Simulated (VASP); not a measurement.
Input:

```yaml
crystal:
  lattice:
    - [4.40114, 0.00000, 0.00000]
    - [0.00000, 4.40114, 0.00000]
    - [0.00000, 0.00000, 2.90111]
  atoms:
    - { symbol: Cr, position: [0.00000, 0.00000, 0.00000], spin: 2.1 }
    - { symbol: Cr, position: [0.50000, 0.50000, 0.50000], spin: 2.1 }
    - { symbol: O, position: [0.30319, 0.30319, 0.00000], spin: -0.1 }
    - { symbol: O, position: [0.80319, 0.19681, 0.50000], spin: -0.1 }
    - { symbol: O, position: [0.19681, 0.80319, 0.50000], spin: -0.1 }
    - { symbol: O, position: [0.69681, 0.69681, 0.00000], spin: -0.1 }
```

Method: vdW-DF-cx, VASP's PBE PAW potentials (set 64) (plane waves; VASP). Run with 520 eV cut-off, 8×8×12 Γ-centred mesh, tetrahedra with Blöchl corrections, potentials Cr_pv O.

Problem. What does the run give for the cell moment, energy per atom (σ→0), band gap (on the k-mesh) with the smallest direct gap where there is one?

Solution. 
| Quantity | Result |
|---|---|
| band gap (on the k-mesh) | none (metal, semimetal or under 0.01 eV) |
| cell moment | 4.00 μB |
| energy per atom (σ→0) | -6.487 eV/atom |

Problem. Give the moment on each site (PAW-sphere projection).

Solution. 
```csv
site,moment (μB)
Cr1,2.06
Cr2,2.06
O3,-0.07
O4,-0.07
O5,-0.07
O6,-0.07
```

Total energies compare only between runs with the same potentials, cut-off and functional.

The compound is CrO2 in the rutile structure. It was relaxed first.
